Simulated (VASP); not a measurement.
Set up this calculation in VASP 6.6.1, as the native input.

| Item | Value |
| --- | --- |
| Task | single point |
| Functional | r2SCAN |
| Potentials or basis | VASP PAW PBE potentials, release 64 (Al, N) |
| Cutoff | 520 eV |
| k mesh | 9 × 9 × 6 |
| Occupations | gaussian, width 0.02 eV |
| Spin | no spin polarisation |
| Dipole correction | no |
| Further INCAR settings | ALGO = Normal; EDIFF = 1e-06; NBANDS = 16 |

AlN:

```
Al N
1.0
     3.10670    0.00000    0.00000
    -1.55335    2.69048    0.00000
     0.00000    0.00000    4.97845
Al N
2 2
Direct
  0.33333 0.66667 0.99920
  0.66667 0.33333 0.49920
  0.33333 0.66667 0.38080
  0.66667 0.33333 0.88080
```

One way to write it, as run:

POSCAR

```
AlN
1.0
    3.1067016773      0.0000000000      0.0000000000
   -1.5533508386      2.6904825745      0.0000000000
    0.0000000000      0.0000000000      4.9784511979
Al N
2 2
Direct
    0.3333333333      0.6666666667     -0.0008032970
    0.6666666667      0.3333333333      0.4991967030
    0.3333333333      0.6666666667      0.3808032970
    0.6666666667      0.3333333333      0.8808032970
```

INCAR.step1

```
  PREC = Accurate
  ENCUT = 520
  ISMEAR = 0
  SIGMA = 0.02
  LREAL = False
  LASPH = True
  NELM = 100
  NBANDS = 16
  GGA = PE
  ALGO = Normal
  EDIFF = 1E-4
  LWAVE = True
  LCHARG = False
```

INCAR.step2

```
  PREC = Accurate
  ENCUT = 520
  EDIFF = 1E-6
  ISMEAR = 0
  SIGMA = 0.02
  LREAL = False
  LASPH = True
  NELM = 100
  ALGO = Normal
  ISIF = 2
  LWAVE = False
  LCHARG = False
  METAGGA = R2SCAN
  LMIXTAU = True
  NBANDS = 16
  ISTART = 1
```

KPOINTS

```
Automatic mesh
0
Gamma
  9 9 6
```

Potentials or basis: VASP PAW PBE potentials, release 64 (Al, N).

Launch:

```sh
$ cat potpaw_PBE.64/Al/POTCAR potpaw_PBE.64/N/POTCAR > POTCAR
$ cp INCAR.step1 INCAR
$ mpirun -np 1 vasp_std > vasp.out
$ cp INCAR.step2 INCAR
$ mpirun -np 1 vasp_std > vasp.out
```

Results of the run:

```yaml
Pressure: -0.4 GPa
Band_gap_on_the_k_mesh: 4.92 eV, direct
```

Caveat: the PAW data sets were made with another functional, which shifts forces and pressure a little; an odd mesh through Γ misses points on the zone boundary, where band edges often lie.

Run time: 61 s on 1 thread of Intel(R) Xeon(R) 6975P-C (Granite Rapids), on a shared host, peak memory 0.17 GiB.
